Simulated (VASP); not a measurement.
Given:

```
CELL_PARAMETERS angstrom
      0.00000     2.65120     2.65120
      2.65120     0.00000     2.65120
      2.65120     2.65120     0.00000
ATOMIC_POSITIONS crystal
  Zn 0.00000 0.00000 0.00000
  S  0.25000 0.25000 0.25000
```

Level of theory: LDA (Ceperley-Alder, Perdew-Zunger), VASP's LDA PAW potentials (set 64) (plane waves; VASP 6.6.1). Settings: 520 eV cut-off, 10×10×10 Γ-centred mesh, tetrahedra with Blöchl corrections, potentials Zn S.

Task: Tabulate the total density of states (states/eV per cell) against energy (eV; zero at the valence-band maximum or, without a gap, the Fermi level).

Result: 
(E (eV), DOS (states/eV)): (-9.96, 0.00); (-9.60, 0.00); (-9.12, 0.00); (-8.76, 0.00); (-8.40, 0.00); (-7.92, 0.00); (-7.56, 0.00); (-7.20, 0.00); (-6.72, 9.66); (-6.36, 7.32); (-6.00, 3.96); (-5.52, 0.13); (-5.16, 0.68); (-4.80, 1.65); (-4.32, 0.62); (-3.96, 0.48); (-3.60, 0.32); (-3.12, 1.56); (-2.76, 1.20); (-2.40, 1.74); (-1.92, 1.69); (-1.56, 1.65); (-1.20, 1.69); (-0.72, 0.86); (-0.36, 0.46); (0.00, 0.01); (0.48, 0.00); (0.84, 0.00); (1.20, 0.00); (1.68, 0.00); (2.04, 0.00); (2.40, 0.00); (2.88, 0.04); (3.24, 0.15); (3.60, 0.66); (4.08, 1.34); (4.44, 2.03); (4.80, 1.38); (5.28, 0.72); (5.64, 0.89)
Within 2 eV below the valence-band maximum the largest weight inside VASP's projection spheres is S p, then Zn d.

The compound is ZnS in the zinc blende structure. It was relaxed first, which changed the volume by -6 %.
